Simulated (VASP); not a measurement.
```xyz
3
Lattice="2.1995 -3.7812 0.0000 2.1995 3.7812 0.0000 0.0000 0.0000 5.9697" Properties=species:S:1:pos:R:3 pbc="T T T"
Te     0.5785     0.9945     3.9798
Te     3.2421     0.0000     0.0000
Te     0.6388    -0.9945     1.9899
```

Method: PBE GGA, VASP's PBE PAW potentials (set 64) (plane waves; VASP). Settings: 400 eV cut-off, 5×5×4 Γ-centred mesh, Gaussian smearing of 0.010 eV, potentials Te.

Q: Which forces act on the atoms, in eV/Å?

A: 
| atom | Fx | Fy | Fz |
|---|---|---|---|
| Te1 | 0.272 | 0.390 | 0.021 |
| Te2 | -0.302 | -0.024 | 0.056 |
| Te3 | 0.030 | -0.367 | -0.077 |

Q: Give the stress tensor in GPa (positive for a compressed cell).

A: 
```
 2.43   0.20  -0.34
 0.20   3.00   0.38
-0.34   0.38   3.24
```
The pressure is its mean diagonal, 2.89 GPa.

The compound is Te in the trig structure. The cell was not relaxed at this level, atoms are displaced from their ideal sites. The run is one of a series of settings (SIGMA = 0.01 against the base run), some of them coarse on purpose.
